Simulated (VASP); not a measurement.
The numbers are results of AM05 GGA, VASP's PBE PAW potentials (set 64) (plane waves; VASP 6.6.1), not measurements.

The input files of a VASP run:

File POSCAR:
```
KBr
1
    0.0000000000     3.2685578904     3.2685578904
    3.2685578904     0.0000000000     3.2685578904
    3.2685578904     3.2685578904     0.0000000000
K Br
1 1
Direct
  0.0000000000   0.0000000000   0.0000000000
  0.5000000000   0.5000000000   0.5000000000
```

### KPOINTS
```
kpoints
0
G
7 7 7
0 0 0
```

**INCAR**
```
! general
SYSTEM  = KBr
PREC    = Accurate
ENCUT   = 520
LREAL   = .FALSE.
LASPH   = .TRUE.

! electronic loop
EDIFF   = 1E-7
NELM    = 100
ALGO    = Normal
LMAXMIX = 4

! smearing
ISMEAR  = 0
SIGMA   = 0.05

! functional
GGA     = AM

! ions
ISIF    = 2

! output
LWAVE   = .FALSE.
LCHARG  = .FALSE.
```

POTCAR, in this order: K_sv Br (PBE.64 set). Program: vasp_std.

The run wrote:

**OSZICAR**
```
       N       E                     dE             d eps       ncg     rms          rms(c)
DAV:   1     0.107086221630E+03    0.10709E+03   -0.72146E+03   480   0.119E+03
DAV:   2     0.477678994197E+00   -0.10661E+03   -0.98965E+02   568   0.272E+02
DAV:   3    -0.600759858059E+01   -0.64853E+01   -0.64543E+01   612   0.641E+01
DAV:   4    -0.627915432883E+01   -0.27156E+00   -0.27118E+00   884   0.109E+01
DAV:   5    -0.628004411980E+01   -0.88979E-03   -0.88977E-03   612   0.686E-01    0.320E+00
DAV:   6    -0.611443180841E+01    0.16561E+00   -0.29091E-01   584   0.295E+00    0.237E+00
DAV:   7    -0.610945248556E+01    0.49793E-02   -0.14229E-01   612   0.225E+00    0.115E+00
DAV:   8    -0.612180077926E+01   -0.12348E-01   -0.18861E-02   588   0.115E+00    0.151E-01
DAV:   9    -0.612249922649E+01   -0.69845E-03   -0.87278E-04   640   0.199E-01    0.949E-02
DAV:  10    -0.612332639316E+01   -0.82717E-03   -0.12173E-03   544   0.241E-01    0.338E-02
DAV:  11    -0.612333317075E+01   -0.67776E-05   -0.24069E-05   688   0.303E-02    0.974E-03
DAV:  12    -0.612334269932E+01   -0.95286E-05   -0.11251E-05   568   0.261E-02    0.787E-03
DAV:  13    -0.612334406299E+01   -0.13637E-05   -0.18566E-06   612   0.928E-03    0.173E-03
DAV:  14    -0.612334435484E+01   -0.29184E-06   -0.52875E-07   556   0.536E-03    0.394E-04
DAV:  15    -0.612334435343E+01    0.14095E-08   -0.15375E-08   460   0.107E-03
   1 F= -.61233444E+01 E0= -.61233444E+01  d E =-.104010E-12
```

### OUTCAR
```
------------------------ aborting loop because EDIFF is reached ----------------------------------------
  FORCE on cell =-STRESS in cart. coord.  units (eV):
  Direction    XX          YY          ZZ          XY          YZ          ZX
  --------------------------------------------------------------------------------------
  Total        0.4076623      0.4076623      0.4076623      0.0000000      0.0000000      0.0000000
  in kB        9.3521745      9.3521745      9.3521745      0.0000000      0.0000000      0.0000000
  external PRESSURE =       9.3521745 kB  Pullay stress =       0.0000000 kB
  volume of cell :       69.84
      direct lattice vectors                 reciprocal lattice vectors
     0.000000000  3.268557890  3.268557890    -0.152972662  0.152972662  0.152972662
     3.268557890  0.000000000  3.268557890     0.152972662 -0.152972662  0.152972662
     3.268557890  3.268557890  0.000000000     0.152972662  0.152972662 -0.152972662
  FREE ENERGIE OF THE ION-ELECTRON SYSTEM (eV)
  ---------------------------------------------------
  free  energy   TOTEN  =        -6.1233443534 eV

  energy  without entropy=       -6.1233443534  energy(sigma->0) =       -6.12334435
```
(Selected blocks of OUTCAR.)

The compound is KBr in the rock salt structure. This cell is one point of a volume scan, at 0.94 of the reference volume.
